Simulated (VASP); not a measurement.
Method: LDA (Ceperley-Alder, Perdew-Zunger), VASP's LDA PAW potentials (set 64) (plane waves; VASP).

Input for VASP

POSCAR:
```
PbO
1
    3.9206380104     0.0000000000     0.0000000000
    0.0000000000     3.9206380104    -0.0000000000
    0.0000000000     0.0000000000     4.3782473793
Pb O
2 2
Direct
  0.5000000000   0.0000000000   0.7332376529
  0.0000000000   0.5000000000   0.2667623471
  0.5000000000   0.5000000000   0.0000000000
  0.0000000000   0.0000000000   0.0000000000
```

### KPOINTS
```
Automatic
0
gamma
  6 6 5
0 0 0
```

### INCAR
```
ALGO = Normal
EDIFF = 1E-6
EDIFFG = -0.02
ENCUT = 620
IBRION = 2
ISIF = 3
ISMEAR = 0
LASPH = .TRUE.
LCHARG = .FALSE.
LMAXMIX = 4
LREAL = .FALSE.
LWAVE = .FALSE.
NELM = 100
NSW = 40
PREC = Accurate
PSTRESS = 50
SIGMA = 0.05
SYSTEM = PbO
```

POTCAR, in this order: Pb_d O (LDA.64 set). Program: vasp_std.

The run wrote:

### OUTCAR
```
 ion  position               nearest neighbor table
   1  0.500  0.000  0.733-   3 2.28   4 2.28   3 2.28   4 2.28   2 3.44   2 3.44   2 3.44   2 3.44
                             2 3.63   2 3.63   2 3.63   2 3.63
   2  0.000  0.500  0.267-   3 2.28   4 2.28   4 2.28   3 2.28   1 3.44   1 3.44   1 3.44   1 3.44
                             1 3.63   1 3.63   1 3.63   1 3.63
   3  0.500  0.500  0.000-   1 2.28   2 2.28   1 2.28   2 2.28
   4  0.000  0.000  0.000-   1 2.28   2 2.28   2 2.28   1 2.28
  LATTYP: Found a simple tetragonal cell.
 ALAT       =     3.9206380104
 C/A-ratio  =     1.1167180871
 Subroutine PRICEL returns:
 Original cell was already a primitive cell.
 Subroutine GETGRP returns: Found 16 space group operations
The static configuration has the point symmetry D_2d.
 The point group associated with its full space group is D_4h.
The dynamic configuration has the point symmetry D_2d.
 Subroutine INISYM returns: Found 16 space group operations
 Subroutine IBZKPT returns following result:
 Found     30 irreducible k-points:

 Following reciprocal coordinates:
            Coordinates               Weight
  0.000000  0.000000  0.000000      1.000000
  0.166667  0.000000  0.000000      4.000000
  0.333333  0.000000  0.000000      4.000000
  0.500000  0.000000  0.000000      2.000000
  0.166667  0.166667  0.000000      4.000000
  0.333333  0.166667  0.000000      8.000000
  0.500000  0.166667  0.000000      4.000000
  0.333333  0.333333  0.000000      4.000000
  0.500000  0.333333  0.000000      4.000000
  0.500000  0.500000  0.000000      1.000000
  0.000000  0.000000  0.200000      2.000000
  0.166667  0.000000  0.200000      8.000000
  0.333333  0.000000  0.200000      8.000000
  0.500000  0.000000  0.200000      4.000000
  0.166667  0.166667  0.200000      8.000000
  0.333333  0.166667  0.200000     16.000000
  0.500000  0.166667  0.200000      8.000000
  0.333333  0.333333  0.200000      8.000000
  0.500000  0.333333  0.200000      8.000000
  0.500000  0.500000  0.200000      2.000000
  0.000000  0.000000  0.400000      2.000000
  0.166667  0.000000  0.400000      8.000000
  0.333333  0.000000  0.400000      8.000000
  0.500000  0.000000  0.400000      4.000000
  0.166667  0.166667  0.400000      8.000000
  0.333333  0.166667  0.400000     16.000000
  0.500000  0.166667  0.400000      8.000000
  0.333333  0.333333  0.400000      8.000000
  0.500000  0.333333  0.400000      8.000000
  0.500000  0.500000  0.400000      2.000000
   k-points           NKPTS =     30   k-points in BZ     NKDIM =     30   number of bands    NBANDS=     24
   number of dos      NEDOS =    301   number of ions     NIONS =      4
   total plane-waves  NPLWV =  36864
   dimension x,y,z NGX =    32 NGY =   32 NGZ =   36
   dimension x,y,z NGXF=    64 NGYF=   64 NGZF=   72
   ions per type =               2   2
   PREC   = accura    normal or accurate (medium, high low for compatibility)
   ISTART =      0    job   : 0-new  1-cont  2-samecut
   ICHARG =      2    charge: 1-file 2-atom 10-const
   ISPIN  =      1    spin polarized calculation?
   LNONCOLLINEAR =      F non collinear calculations
   LSORBIT =      F    spin-orbit coupling
   INIWAV =      1    electr: 0-lowe 1-rand  2-diag
   ENCUT  =  620.0 eV  45.57 Ry    6.75 a.u.   7.96  7.96  8.89*2*pi/ulx,y,z
   NELM   =    100;   NELMIN=  2; NELMDL= -5     # of ELM steps
   EDIFF  = 0.1E-05   stopping-criterion for ELM
   LREAL  =      F    real-space projection
   NLSPLINE    = F    spline interpolate recip. space projectors
   LMAXMIX     =    4 max onsite mixed and CHGCAR
   VOSKOWN=      0    Vosko Wilk Nusair interpolation
   EDIFFG = -.2E-01   stopping-criterion for IOM
   NSW    =     40    number of steps for IOM
   NBLOCK =      1;   KBLOCK =     40    inner block; outer block
...
```

OSZICAR:
```
       N       E                     dE             d eps       ncg     rms          rms(c)
DAV:   1     0.475860572878E+03    0.47586E+03   -0.22811E+04  1440   0.237E+03
DAV:   2     0.298114348643E+02   -0.44605E+03   -0.43772E+03  1520   0.540E+02
DAV:   3    -0.266763352566E+02   -0.56488E+02   -0.55331E+02  1968   0.204E+02
DAV:   4    -0.283252574083E+02   -0.16489E+01   -0.16479E+01  1624   0.378E+01
DAV:   5    -0.283778234298E+02   -0.52566E-01   -0.52563E-01  1968   0.664E+00    0.116E+01
DAV:   6    -0.245053426707E+02    0.38725E+01   -0.28540E+01  2272   0.465E+01    0.487E+00
DAV:   7    -0.243414099592E+02    0.16393E+00   -0.26975E+00  1864   0.131E+01    0.233E+00
DAV:   8    -0.243133010236E+02    0.28109E-01   -0.69398E-01  1904   0.610E+00    0.111E+00
DAV:   9    -0.242862011824E+02    0.27100E-01   -0.14004E-01  2288   0.352E+00    0.176E-01
DAV:  10    -0.242873587062E+02   -0.11575E-02   -0.12101E-02  1552   0.720E-01    0.391E-02
DAV:  11    -0.242873556174E+02    0.30888E-05   -0.66848E-04  2552   0.210E-01    0.396E-02
DAV:  12    -0.242873464807E+02    0.91367E-05   -0.44612E-05  1984   0.673E-02    0.313E-02
DAV:  13    -0.242873372774E+02    0.92034E-05   -0.10931E-04  2208   0.108E-01    0.933E-03
DAV:  14    -0.242873360785E+02    0.11989E-05   -0.14854E-05  2200   0.391E-02    0.147E-03
DAV:  15    -0.242873361382E+02   -0.59676E-07   -0.55547E-07   808   0.639E-03
   1 F= -.22187075E+02 E0= -.22187075E+02  d E =-.221871E+02
```

**OUTCAR**
```
------------------------ aborting loop because EDIFF is reached ----------------------------------------
  FORCE on cell =-STRESS in cart. coord.  units (eV):
  Direction    XX          YY          ZZ          XY          YZ          ZX
  --------------------------------------------------------------------------------------
  Total        2.1172348      2.1172348      2.0911557      0.0000000      0.0000000      0.0000000
  in kB       50.4040943     50.4040943     49.7832415      0.0000000      0.0000000      0.0000000
  external PRESSURE =       0.1971434 kB  Pullay stress =      50.0000000 kB
  volume of cell :       67.30
      direct lattice vectors                 reciprocal lattice vectors
     3.920638010  0.000000000  0.000000000     0.255060528  0.000000000  0.000000000
     0.000000000  3.920638010  0.000000000     0.000000000  0.255060528  0.000000000
     0.000000000  0.000000000  4.378247379     0.000000000  0.000000000  0.228401895
 POSITION                                       TOTAL-FORCE (eV/Angst)
 -----------------------------------------------------------------------------------
      1.96032      0.00000      3.21030        -0.000000     -0.000000     -0.005026
      0.00000      1.96032      1.16795        -0.000000      0.000000      0.005026
      1.96032      1.96032      0.00000         0.000000      0.000000      0.000000
      0.00000      0.00000      0.00000        -0.000000     -0.000000      0.000000
 -----------------------------------------------------------------------------------
    total drift:                                0.000000     -0.000000     -0.000000
  FREE ENERGIE OF THE ION-ELECTRON SYSTEM (eV)
  ---------------------------------------------------
  free  energy   TOTEN  =       -24.2873361382 eV

  energy  without entropy=      -24.2873361382  energy(sigma->0) =      -24.28733614
  enthalpy is  TOTEN    =       -22.1870754164 eV   P V=        2.1002607218

 reached required accuracy - stopping structural energy minimisation
```
(Selected blocks of OUTCAR.)

The compound is PbO in the litharge structure. It was relaxed first under an external pressure of 5 GPa.
